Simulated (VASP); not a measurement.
Output of a VASP run:

File OSZICAR:
```
       N       E                     dE             d eps       ncg     rms          rms(c)
DAV:   1     0.803212873420E+01    0.80321E+01   -0.32960E+03   560   0.751E+02
DAV:   2    -0.106540288219E+02   -0.18686E+02   -0.17721E+02   816   0.839E+01
DAV:   3    -0.109691337772E+02   -0.31510E+00   -0.31309E+00   744   0.130E+01
DAV:   4    -0.109705405217E+02   -0.14067E-02   -0.14067E-02   904   0.889E-01
DAV:   5    -0.109705429130E+02   -0.23912E-05   -0.23912E-05   744   0.239E-02    0.536E+00
DAV:   6    -0.108123783614E+02    0.15816E+00   -0.10946E-01   656   0.174E+00    0.330E+00
DAV:   7    -0.107438152329E+02    0.68563E-01   -0.19530E-01   704   0.246E+00    0.270E-01
DAV:   8    -0.107447878097E+02   -0.97258E-03   -0.48154E-03   640   0.533E-01    0.777E-02
DAV:   9    -0.107449526200E+02   -0.16481E-03   -0.15512E-04   864   0.104E-01    0.615E-02
DAV:  10    -0.107449790168E+02   -0.26397E-04   -0.32669E-05   656   0.432E-02    0.135E-02
DAV:  11    -0.107449785551E+02    0.46169E-06   -0.56690E-07   760   0.545E-03
   1 F= -.84174202E+01 E0= -.84174202E+01  d E =-.841742E+01
```

File OUTCAR:
```
------------------------ aborting loop because EDIFF is reached ----------------------------------------
  FORCE on cell =-STRESS in cart. coord.  units (eV):
  Direction    XX          YY          ZZ          XY          YZ          ZX
  --------------------------------------------------------------------------------------
  Total        2.3188142      2.3188142      2.3188142     -0.0000000     -0.0000000      0.0000000
  in kB       99.6243221     99.6243221     99.6243221     -0.0000000     -0.0000000      0.0000000
  external PRESSURE =      -0.3756779 kB  Pullay stress =     100.0000000 kB
  volume of cell :       37.29
      direct lattice vectors                 reciprocal lattice vectors
     0.000000000  2.651716286  2.651716286    -0.188557125  0.188557125  0.188557125
     2.651716286  0.000000000  2.651716286     0.188557125 -0.188557125  0.188557125
     2.651716286  2.651716286  0.000000000     0.188557125  0.188557125 -0.188557125
 POSITION                                       TOTAL-FORCE (eV/Angst)
 -----------------------------------------------------------------------------------
      0.00000      0.00000      0.00000         0.000000      0.000000      0.000000
      1.32586      1.32586      1.32586        -0.000000     -0.000000     -0.000000
 -----------------------------------------------------------------------------------
    total drift:                                0.000000      0.000000     -0.000000
  FREE ENERGIE OF THE ION-ELECTRON SYSTEM (eV)
  ---------------------------------------------------
  free  energy   TOTEN  =       -10.7449785551 eV

  energy  without entropy=      -10.7449785551  energy(sigma->0) =      -10.74497856
  enthalpy is  TOTEN    =        -8.4174201842 eV   P V=        2.3275583709

 reached required accuracy - stopping structural energy minimisation
```
(Selected blocks of OUTCAR.)

POSCAR:
```
Si
1
    0.0000000000     2.6517162861     2.6517162861
    2.6517162861     0.0000000000     2.6517162861
    2.6517162861     2.6517162861     0.0000000000
Si
2
Direct
  0.0000000000   0.0000000000   0.0000000000
  0.2500000000   0.2500000000   0.2500000000
```

### Question
Write an INCAR and KPOINTS that could have produced this output.

### Answer
One answer among several that fit: the input of the run itself, PBE GGA, plane waves, VASP's PBE PAW potentials (set 64).

**INCAR**
```
SYSTEM = Si
PREC = Accurate; ENCUT = 500; LREAL = .False.
LASPH = .True.
EDIFF = 1E-6; NELM = 100; ALGO = Normal
ISMEAR = 0; SIGMA = 0.05
GGA = PE
IBRION = 2; NSW = 40; ISIF = 3
EDIFFG = -0.02; PSTRESS = 100
LWAVE = .False.; LCHARG = .False.
```

**KPOINTS**
```
kpoints
0
Gamma
  9 9 9
0 0 0
```

POTCAR, in this order: Si (PBE.64 set). Program: vasp_std.

The compound is Si in the diamond structure. It was relaxed first under an external pressure of 10 GPa.
